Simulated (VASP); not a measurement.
Input:

```xyz
2
Lattice="1.5927 -2.7586 0.0000 1.5927 2.7586 0.0000 0.0000 0.0000 5.0995" Properties=species:S:1:pos:R:3 pbc="T T T"
Mg     1.5927     0.9195     1.2749
Mg     1.5927    -0.9195     3.8246
```

Method: r2SCAN meta-GGA, VASP's PBE PAW potentials (set 64) (plane waves; VASP). Numerical set-up: 400 eV cut-off, 15×15×8 Γ-centred mesh, tetrahedra with Blöchl corrections, potentials Mg.

### Question
Estimate the energy per atom (σ→0), band gap (over mesh and band path) with the smallest direct gap where there is one.

### Answer

```yaml
band gap (over mesh and band path): none (metal, semimetal or under 0.01 eV)
energy per atom (σ→0): -4.148 eV/atom
```

The absolute energy has meaning only against runs of the same code, potentials and settings.

The compound is Mg in the hcp structure. It was relaxed first.
